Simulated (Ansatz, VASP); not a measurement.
# AlGaNi6 (AlGaNi6 (P4/mmm)) in two plane-wave programs, part 2 of 2

One calculation is typed for both programs; each brings its own data sets. How far apart do they land? The cell is taken from a series of runs on this material, whose earlier steps may have relaxed, scaled, displaced or heated it; both programs get it as it stands.

VASP 6.6.1 and Ansatz 0.2.0.

So far: Set-up; Ansatz: relaxation of cell and atoms, PBEsol.

**3. VASP: relaxation of cell and atoms, PBEsol**

Level of this step: PBEsol, spin-polarised from a ferromagnetic start; plane waves and PAW (Al, Ga_d, Ni) (VASP).

The same cell, functional, mesh and smearing now go to VASP, with its own data sets.

Lines of VASP's logs that name or quote its potential files are left out, and so is its time.

Contents of INCAR:

```
SYSTEM = AlGaNi6
PREC = Accurate
ENCUT = 600
EDIFF = 1E-07
NELM = 200
ISMEAR = -1
SIGMA = 0.05
LREAL = .FALSE.
ALGO = Normal
GGA = PS
NBANDS = 52
ISPIN = 2
MAGMOM = -0.01 -0.01 0.25 0.25 0.25 0.25 0.25 0.25
LASPH = .TRUE.
LMAXMIX = 4
LORBIT = 11
LWAVE = .FALSE.
LCHARG = .FALSE.
ISIF = 3
IBRION = 2
NSW = 80
EDIFFG = -0.005
GGA_COMPAT = .FALSE.
NELMIN = 4
KPAR = 2
```

Contents of POSCAR:

```
AlGaNi6
1.0
    3.5317980000      0.0000000000      0.0000000000
    0.0000000000      3.5317980000      0.0000000000
    0.0000000000      0.0000000000      7.0608250000
Al Ga Ni
1 1 6
Direct
    0.0000000000      0.0000000000      0.0000000000
    0.0000000000      0.0000000000      0.5000000708
    0.5000000000      0.5000000000      0.0000000000
    0.5000000000      0.5000000000      0.5000000708
    0.5000000000      0.0000000000      0.2493023124
    0.5000000000      0.0000000000      0.7506976876
    0.0000000000      0.5000000000      0.2493023124
    0.0000000000      0.5000000000      0.7506976876
```

Contents of KPOINTS:

```
Automatic mesh
0
Gamma
11 11 6
0 0 0
```

Potentials, in the order of the species: Al, Ga_d and Ni (PBE family, release 64).

Run with:

```bash
mpirun -np 2 vasp_std
```

Numbers of over 12 decimals in the logs are rounded to 6 here.

Log:

```text
[banner, memory and clock lines left out]
running    2 mpi-ranks, on    1 nodes
 distrk:  each k-point on    1 cores,    2 groups
 distr:  one band on    1 cores,    1 groups

 POSCAR found type information on POSCAR AlGaNi
 POSCAR found :  3 types and       8 ions
|                                                                             |
|               ----> ADVICE to this user running VASP <----                  |
|                                                                             |
|     You enforced a specific xc type in the INCAR file but a different       |
|     [... a line on the potential file left out ...]
|     I HOPE YOU KNOW WHAT YOU ARE DOING!                                     |
|                                                                             |

 LDA part: xc-table for (Slater+PW92), standard interpolation
 POSCAR, INCAR and KPOINTS ok, starting setup
 FFT: planning ... GRIDC
 FFT: planning ... GRID_SOFT
 FFT: planning ... GRID
 WAVECAR not read
 entering main loop
       N       E                     dE             d eps       ncg     rms          rms(c)
DAV:   1     0.640534534960E+03    0.64053E+03   -0.34684E+04 17704   0.247E+03
DAV:   2     0.314636674854E+02   -0.60907E+03   -0.57463E+03 17472   0.502E+02
DAV:   3    -0.528824448552E+02   -0.84346E+02   -0.77865E+02 17776   0.192E+02
DAV:   4    -0.561823437901E+02   -0.32999E+01   -0.32785E+01 19932   0.417E+01
DAV:   5    -0.562623486119E+02   -0.80005E-01   -0.79984E-01 25660   0.552E+00    0.284E+01
DAV:   6    -0.566776411138E+02   -0.41529E+00   -0.94504E+01 21072   0.112E+02    0.284E+01
DAV:   7    -0.474712424443E+02    0.92064E+01   -0.36263E+01 20684   0.711E+01    0.667E+00
DAV:   8    -0.501507266112E+02   -0.26795E+01   -0.13113E+01 21612   0.626E+01    0.220E+01
DAV:   9    -0.479468666452E+02    0.22039E+01   -0.14862E+01 21840   0.347E+01    0.819E+00
DAV:  10    -0.473835116003E+02    0.56336E+00   -0.71730E-01 22592   0.217E+01    0.196E+00
DAV:  11    -0.473771419889E+02    0.63696E-02   -0.30940E-01 18988   0.383E+00    0.104E+00
DAV:  12    -0.473672027438E+02    0.99392E-02   -0.27245E-02 21336   0.196E+00    0.529E-01
DAV:  13    -0.473687486081E+02   -0.15459E-02   -0.78579E-03 22672   0.153E+00    0.520E-01
DAV:  14    -0.473683078050E+02    0.44080E-03   -0.16499E-03 19356   0.336E-01    0.535E-01
[...]
DAV:  20    -0.473627785282E+02    0.51704E-02   -0.29557E-02 20700   0.197E+00    0.128E-01
DAV:  21    -0.473631667945E+02   -0.38827E-03   -0.31039E-03 18512   0.405E-01    0.121E-01
DAV:  22    -0.473631438433E+02    0.22951E-04   -0.53182E-05 21608   0.561E-02    0.114E-01
DAV:  23    -0.473628599909E+02    0.28385E-03   -0.88877E-04 20896   0.329E-01    0.310E-02
DAV:  24    -0.473628729775E+02   -0.12987E-04   -0.11540E-04 18484   0.824E-02    0.235E-02
DAV:  25    -0.473628765320E+02   -0.35545E-05   -0.33079E-06 23012   0.238E-02    0.144E-02
DAV:  26    -0.473628740478E+02    0.24843E-05   -0.96648E-06 20896   0.342E-02    0.429E-03
DAV:  27    -0.473628740315E+02    0.16233E-07   -0.95187E-07 18476   0.782E-03
   1 F= -.47362874E+02 E0= -.47319480E+02  d E =-.473629E+02  mag=    -0.0007
[...]
2 F= -.47362977E+02 E0= -.47320263E+02  d E =-.103306E-03  mag=    -0.0048
[...]
3 F= -.47365414E+02 E0= -.47322365E+02  d E =-.253999E-02  mag=     0.0000
[...]
4 F= -.47365413E+02 E0= -.47322358E+02  d E =-.253889E-02  mag=     0.0001
[...]
5 F= -.47365446E+02 E0= -.47322399E+02  d E =-.333055E-04  mag=     0.0006
 trial-energy change:   -0.000033  1 .order   -0.000033   -0.000040   -0.000026
 step:   2.5785(harm=  2.5785)  dis= 0.00125  next Energy=   -47.365470 (dE=-0.575E-04)
 bond charge predicted
       N       E                     dE             d eps       ncg     rms          rms(c)
DAV:   1    -0.473656232860E+02   -0.17707E-03   -0.16726E-02 18660   0.598E-01    0.106E-01
DAV:   2    -0.473659000819E+02   -0.27680E-03   -0.20580E-03 21464   0.754E-01    0.255E-01
DAV:   3    -0.473655239167E+02    0.37617E-03   -0.18492E-03 20272   0.724E-01    0.686E-02
DAV:   4    -0.473654799508E+02    0.43966E-04   -0.16042E-04 29856   0.177E-01    0.320E-02
DAV:   5    -0.473654780733E+02    0.18774E-05   -0.42728E-05 20900   0.158E-01    0.309E-02
DAV:   6    -0.473654713204E+02    0.67529E-05   -0.19225E-05 20060   0.979E-02    0.735E-03
DAV:   7    -0.473654710037E+02    0.31671E-06   -0.36479E-06 19828   0.211E-02    0.341E-03
DAV:   8    -0.473654710209E+02   -0.17139E-07   -0.54933E-07 17728   0.922E-03
   6 F= -.47365471E+02 E0= -.47322439E+02  d E =-.580986E-04  mag=     0.0029
 curvature:  -1.28 expect dE=-0.493E-05 dE for cont linesearch -0.861E-09
 trial: gam= 0.05327 g(F)=  0.113E-05 g(S)=  0.274E-05 ort = 0.173E-06 (trialstep = 0.124E+01)
 search vector abs. value=  0.401E-05
 reached required accuracy - stopping structural energy minimisation
```

OUTCAR, selected parts (step 3):

```text
ion  position               nearest neighbor table
   1  0.000  0.000  0.000-   5 2.49   6 2.49   7 2.49   8 2.49   7 2.49   8 2.49   5 2.49   6 2.49
                             3 2.50   3 2.50   3 2.50   3 2.50
   2  0.000  0.000  0.500-   4 2.50   4 2.50   4 2.50   4 2.50   8 2.50   8 2.50   6 2.50   6 2.50
                             7 2.50   5 2.50   7 2.50   5 2.50
   3  0.500  0.500  0.000-   5 2.49   6 2.49   7 2.49   8 2.49   5 2.49   6 2.49   7 2.49   8 2.49
                             1 2.50   1 2.50   1 2.50   1 2.50
   4  0.500  0.500  0.500-   2 2.50   2 2.50   2 2.50   2 2.50   6 2.50   8 2.50   8 2.50   6 2.50
                             7 2.50   7 2.50   5 2.50   5 2.50
   5  0.500  0.000  0.249-   1 2.49   3 2.49   3 2.49   1 2.49   7 2.50   7 2.50   7 2.50   7 2.50
                             4 2.50   2 2.50   4 2.50   2 2.50
   6  0.500  0.000  0.751-   1 2.49   3 2.49   3 2.49   1 2.49   8 2.50   8 2.50   8 2.50   8 2.50
                             4 2.50   2 2.50   4 2.50   2 2.50
   7  0.000  0.500  0.249-   1 2.49   3 2.49   1 2.49   3 2.49   5 2.50   5 2.50   5 2.50   5 2.50
                             4 2.50   4 2.50   2 2.50   2 2.50
   8  0.000  0.500  0.751-   1 2.49   3 2.49   1 2.49   3 2.49   6 2.50   6 2.50   6 2.50   6 2.50
                             4 2.50   4 2.50   2 2.50   2 2.50

  LATTYP: Found a simple tetragonal cell.
 ALAT       =     3.5317980000
 C/A-ratio  =     1.9992154138

 Subroutine GETGRP returns: Found 16 space group operations
 (whereof 16 operations were pure point group operations)

The static configuration has the point symmetry D_4h.

 Found     84 irreducible k-points:

   k-points           NKPTS =     84   k-points in BZ     NKDIM =     84   number of bands    NBANDS=     52

   dimension x,y,z NGX =    28 NGY =   28 NGZ =   56
   dimension x,y,z NGXF=    56 NGYF=   56 NGZF=  112

   ENCUT  =  600.0 eV  44.10 Ry    6.64 a.u.   7.05  7.05 14.10*2*pi/ulx,y,z

   NELECT =      76.0000    total number of electrons

 k-points in reciprocal lattice and weights: Automatic mesh
   0.00000000  0.00000000  0.00000000       0.001
   0.09090909  0.00000000  0.00000000       0.006
   0.18181818  0.00000000  0.00000000       0.006
   0.27272727  0.00000000  0.00000000       0.006
   0.36363636  0.00000000  0.00000000       0.006
   0.45454545  0.00000000  0.00000000       0.006
   0.09090909  0.09090909  0.00000000       0.006
   0.18181818  0.09090909  0.00000000       0.011
   0.27272727  0.09090909  0.00000000       0.011
[...]
0.45454545  0.36363636  0.50000000       0.011
   0.45454545  0.45454545  0.50000000       0.006

 average (electrostatic) potential at core
       1 -69.5389       2 -60.0347       3 -81.2464       4 -81.2384       5 -81.2403
       6 -81.2403       7 -81.2403       8 -81.2403

 E-fermi :   9.5876

 spin component 1
 k-point     1 :       0.0000    0.0000    0.0000
  band No.  band energies     occupation
    ...
     30       8.6775      1.00000
     31       9.1685      0.99977
     32       9.1732      0.99975
     33       9.2277      0.99925
     34       9.5196      0.79575
     35       9.7706      0.02507
     36       9.7706      0.02507
     37       9.7745      0.02325
     38       9.7757      0.02271
     39      10.2980      0.00000
    ...

 k-point     2 :       0.0909    0.0000    0.0000
  band No.  band energies     occupation
    ...
     32       9.1700      0.99976
     33       9.1992      0.99958
     34       9.4683      0.91577
     35       9.4758      0.90345
     36       9.4804      0.89509
     37       9.6965      0.10177
     38       9.7707      0.02502
     39       9.9173      0.00137
     40      10.7633      0.00000
     41      10.7807      0.00000
    ...

 k-point     3 :       0.1818    0.0000    0.0000
  band No.  band energies     occupation
    ...
     34       9.1415      0.99987
     35       9.1649      0.99979
     36       9.2738      0.99812
     37       9.3694      0.98743
     38       9.4901      0.87540
     39       9.7710      0.02489
     40      11.5518      0.00000
     41      11.5786      0.00000
     42      12.7666      0.00000
     43      13.3434      0.00000
    ...

 k-point     4 :       0.2727    0.0000    0.0000
  band No.  band energies     occupation
    ...
     34       8.9975      0.99999
     35       9.0944      0.99995
     36       9.1010      0.99994
     37       9.2269      0.99926
     38       9.2506      0.99882
     39       9.7713      0.02472
     40      11.7136      0.00000
     41      11.9651      0.00000
     42      12.5223      0.00000
     43      12.5592      0.00000
    ...

 k-point     5 :       0.3636    0.0000    0.0000
  band No.  band energies     occupation
    ...
     34       8.8193      1.00000
     35       8.8922      1.00000
     36       8.9829      0.99999
     37       9.1651      0.99979
     38       9.2275      0.99926
     39       9.7717      0.02457
     40      11.0072      0.00000
     41      11.0896      0.00000
     42      13.5798      0.00000
     43      13.5814      0.00000
    ...

 k-point     6 :       0.4545    0.0000    0.0000
  band No.  band energies     occupation
    ...
     34       8.7068      1.00000
     35       8.7350      1.00000
     36       8.8316      1.00000
     37       9.1579      0.99981
     38       9.2249      0.99929
     39       9.7718      0.02448
     40      10.6680      0.00000
     41      10.6741      0.00000
     42      14.7123      0.00000
     43      14.7157      0.00000
    ...

  Total       -0.0150554     -0.0150554      0.0007414      0.0000000     -0.0000000      0.0000000
  in kB       -0.2756901     -0.2756901      0.0135767      0.0000000     -0.0000000      0.0000000
  external PRESSURE =      -0.1792678 kB  Pullay stress =       0.0000000 kB

  energy-cutoff  :      600.00
  volume of cell :       87.49
      direct lattice vectors                 reciprocal lattice vectors
     3.522276514  0.000000000  0.000000000     0.283907296  0.000000000  0.000000000
     0.000000000  3.522276514 -0.000000000     0.000000000  0.283907296 -0.000000000
     0.000000000  0.000000000  7.052349849     0.000000000  0.000000000  0.141796709

 POSITION                                       TOTAL-FORCE (eV/Angst)
 -----------------------------------------------------------------------------------
      0.00000      0.00000      0.00000         0.000000     -0.000000      0.000000
      0.00000      0.00000      3.52618         0.000000     -0.000000      0.000000
      1.76114      1.76114     -0.00000         0.000000      0.000000      0.000000
      1.76114      1.76114      3.52618         0.000000      0.000000      0.000000
      1.76114      0.00000      1.75974         0.000000     -0.000000     -0.002417
      1.76114      0.00000      5.29261         0.000000      0.000000      0.002417
      0.00000      1.76114      1.75974         0.000000     -0.000000     -0.002417
      0.00000      1.76114      5.29261        -0.000000      0.000000      0.002417
 -----------------------------------------------------------------------------------
    total drift:                                0.000000      0.000000     -0.000182

  FREE ENERGIE OF THE ION-ELECTRON SYSTEM (eV)
  ---------------------------------------------------
  free  energy   TOTEN  =       -47.3654710209 eV

  energy  without entropy=      -47.2794064967  energy(sigma->0) =      -47.32243876

 reached required accuracy - stopping structural energy minimisation

 total charge
# of ion       s       p       d       tot
------------------------------------------
    1        0.407   0.406   0.000   0.813
    2        0.884   0.890  10.063  11.838
    3        0.509   0.550   8.398   9.457
    4        0.490   0.530   8.407   9.427
    5        0.500   0.540   8.402   9.442
    6        0.500   0.540   8.402   9.442
    7        0.500   0.540   8.402   9.442
    8        0.500   0.540   8.402   9.442
--------------------------------------------------
tot          4.289   4.535  60.478  69.302

 magnetization (x)
# of ion       s       p       d       tot
------------------------------------------
    1       -0.000  -0.000   0.000  -0.000
    2        0.000  -0.000  -0.000  -0.000
    3       -0.000  -0.000   0.001   0.001
    4       -0.000  -0.000   0.001   0.001
    5       -0.000  -0.000   0.001   0.001
    6       -0.000  -0.000   0.001   0.001
    7       -0.000  -0.000   0.001   0.001
    8       -0.000  -0.000   0.001   0.001
--------------------------------------------------
tot         -0.000  -0.000   0.003   0.003

[... 6 further parts left out ...]
```

CONTCAR:

```
AlGaNi6
   1.00000000000000
     3.5222765135421414    0.0000000000000000    0.0000000000000000
     0.0000000000000000    3.5222765135421414   -0.0000000000000000
     0.0000000000000000    0.0000000000000000    7.0523498493390981
  Al              Ga              Ni
     1     1     6
Direct
     0.0000000000000000    0.0000000000000000    0.0000000000000000
     0.0000000000000000    0.0000000000000000    0.5000000707999988
     0.5000000000000000    0.5000000000000000    0.0000000000000000
     0.5000000000000000    0.5000000000000000    0.5000000707999988
     0.5000000000000000    0.0000000000000000    0.2495259571228855
     0.5000000000000000    0.0000000000000000    0.7504740428771146
     0.0000000000000000    0.5000000000000000    0.2495259571228855
     0.0000000000000000    0.5000000000000000    0.7504740428771146
```

The moments of VASP's start collapse, so its state is non-magnetic.

**4. Comparison**

Known differences besides the potentials themselves: VASP starts from the moments at which Ansatz ended; the data sets hold 124 valence electrons in Ansatz (on its default PAW (the set named soft_2) files) and 76 in VASP; the cutoff is 420 eV in Ansatz and 600 eV in VASP; Ansatz makes its cores anew for this functional, VASP keeps those of its PBE data sets; Ansatz adds a Pulay correction to the stress that steers its cell, VASP none; site moments are counted in spheres of each program's own size. Total energies have different zeros and are not compared.

Compared:

| quantity | Ansatz | VASP | difference |
| --- | --- | --- | --- |
| volume (Å³) | 87.54 | 87.49 | +0.06 % |
| edge a after relaxation, in the typed setting (Å) | 3.524 | 3.522 | +0.05 % |
| edge c after relaxation, in the typed setting (Å) | 7.050 | 7.052 | -0.04 % |
| total moment (μB) | 1.38 | 0.00 | +1.37 |
| moment on Ni4 (μB) | 0.25 | 0.00 | +0.25 |
| moment on Ni3 (μB) | 0.25 | 0.00 | +0.25 |
| moment on Ni6 (μB) | 0.25 | 0.00 | +0.25 |
| moment on Ni5 (μB) | 0.25 | 0.00 | +0.25 |
| moment on Ni7 (μB) | 0.25 | 0.00 | +0.25 |
| moment on Ni8 (μB) | 0.25 | 0.00 | +0.25 |

By their total or site moments the two runs ended in different magnetic states; the other differences may follow from that, so they don't measure the programs' precision.

**5. Results**

```
difference in total moment (relaxation of cell and atoms, PBEsol) : 1.4 μB
```

In words: The difference in total moment is 1.4 μB (relaxation of cell and atoms, PBEsol). The data sets hold unlike numbers of valence electrons (124 in Ansatz and 76 in VASP), so part of the differences comes from the potentials. The runs of the relaxation of cell and atoms, PBEsol pair ended with unlike moments, so it says little about numerical agreement. What causes the difference of the relaxation of cell and atoms, PBEsol pair stays open here. How closely two codes agree says nothing of how well the functional describes the real material.

[Lines on the potential files, build, host, timing and source positions are cut from VASP's logs without a mark.]

[Logs are printed without paths, hosts, clocks, repeated set-up lines and the standing remarks that a program may print on its own settings, such as how far it seeks lower states.]

[Hosts, paths, dates, database ids (printed as entryN), source tags and the programs' standing remarks are cut or masked in the printed files.]
